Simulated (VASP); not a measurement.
Calculation: RPBE GGA, VASP's PBE PAW potentials (set 64) (plane waves; VASP).

VASP input:

File POSCAR:
```
Ru
1
    1.3676411464    -2.3688241121     0.0000000000
    1.3676411464     2.3688241121     0.0000000000
    0.0000000000     0.0000000000     4.3093537313
Ru
2
Direct
  0.3333330000   0.6666670000   0.2500000000
  0.6666670000   0.3333330000   0.7500000000
```

### INCAR
```
LCHARG=F
LORBIT=11   ! lm-projected
SIGMA=0.05   ! width (eV)
EDIFF=1E-7
GGA=RP
LMAXMIX=4
ICHARG=11   ! fixed density
ALGO=Normal
ISMEAR=0
PREC=Accurate
NELM=100
LREAL=F   ! projection in real space or not
ENCUT=520   ! plane-wave cut-off (eV)
LWAVE=F
SYSTEM=Ru
LASPH=T   ! aspherical one-centre terms
```

**KPOINTS**
```
k-points along high-symmetry lines
10
Line-mode
Reciprocal
  0.000000   0.000000   0.000000 ! GAMMA
 -0.000000   0.500000   0.000000 ! M

 -0.000000   0.500000   0.000000 ! M
 -0.333333   0.666667   0.000000 ! K

 -0.333333   0.666667   0.000000 ! K
  0.000000   0.000000   0.000000 ! GAMMA

  0.000000   0.000000   0.000000 ! GAMMA
  0.000000   0.000000   0.500000 ! A

  0.000000   0.000000   0.500000 ! A
 -0.000000   0.500000   0.500000 ! L

 -0.000000   0.500000   0.500000 ! L
 -0.333333   0.666667   0.500000 ! H

 -0.333333   0.666667   0.500000 ! H
  0.000000   0.000000   0.500000 ! A

 -0.000000   0.500000   0.500000 ! L
 -0.000000   0.500000   0.000000 ! M

 -0.333333   0.666667   0.500000 ! H
 -0.333333   0.666667   0.000000 ! K
```

POTCAR, in this order: Ru_pv (PBE.64 set). Program: vasp_std. Read from the step before: CHGCAR.

The run wrote:

OSZICAR:
```
       N       E                     dE             d eps       ncg     rms          rms(c)
DAV:   1     0.286293195745E+03    0.28629E+03   -0.18467E+04  3240   0.173E+03
DAV:   2    -0.109546444383E+02   -0.29725E+03   -0.29155E+03  3444   0.493E+02
DAV:   3    -0.173133588221E+02   -0.63587E+01   -0.61324E+01  3422   0.762E+01
DAV:   4    -0.173861322204E+02   -0.72773E-01   -0.72654E-01  4184   0.708E+00
DAV:   5    -0.173874037136E+02   -0.12715E-02   -0.12699E-02  3636   0.797E-01
DAV:   6    -0.173874724083E+02   -0.68695E-04   -0.68693E-04  4688   0.112E-01
DAV:   7    -0.173874727691E+02   -0.36077E-06   -0.36267E-06  3216   0.940E-03
DAV:   8    -0.173874727733E+02   -0.42764E-08   -0.38898E-08  2272   0.782E-04
   1 F= -.17387473E+02 E0= -.17385848E+02  d E =-.324969E-02
```

File OUTCAR:
```
 val. band max:       12.7928698521   @ k =  -0.3333   0.6667   0.2222

 cond. band min:      12.8409724343   @ k =   0.0000   0.5000   0.5000



 k-point     1 :       0.0000    0.0000    0.0000
  band No.  band energies     occupation
      1     -31.1482      2.00000
      2     -30.3029      2.00000
      3     -30.3029      2.00000
      4     -30.1435      2.00000
      5     -30.1435      2.00000
      6     -30.0973      2.00000
      7       4.6193      2.00000
      8       6.4384      2.00000
      9       9.9209      2.00000
     10       9.9209      2.00000
     11      10.1329      2.00000
     12      10.5790      2.00000
     13      10.5790      2.00000
     14      11.0443      2.00000
     15      11.0443      2.00000
     16      13.5358      0.00000
     17      13.5359      0.00000
     18      13.7419      0.00000

 k-point     2 :       0.0000    0.0556    0.0000
  band No.  band energies     occupation
      1     -31.1385      2.00000
      2     -30.3230      2.00000
      3     -30.3098      2.00000
      4     -30.1646      2.00000
      5     -30.1462      2.00000
      6     -30.1019      2.00000
      7       4.7306      2.00000
      8       6.5228      2.00000
      9       9.6967      2.00000
     10      10.0097      2.00000
     11      10.3305      2.00000
     12      10.5316      2.00000
     13      10.6605      2.00000
     14      10.9403      2.00000
     15      10.9765      2.00000
     16      12.5585      2.00000
     17      13.5784      0.00000
     18      14.8683      0.00000

 k-point     3 :       0.0000    0.1111    0.0000
  band No.  band energies     occupation
      1     -31.1102      2.00000
      2     -30.3808      2.00000
      3     -30.3293      2.00000
      4     -30.2247      2.00000
      5     -30.1543      2.00000
      6     -30.1156      2.00000
      7       5.0529      2.00000
      8       6.7540      2.00000
      9       9.3641      2.00000
     10      10.2717      2.00000
...
```

The density is held fixed in this step, so its total energy and stress have no physical meaning.

The compound is Ru in the hcp structure. It was relaxed first.
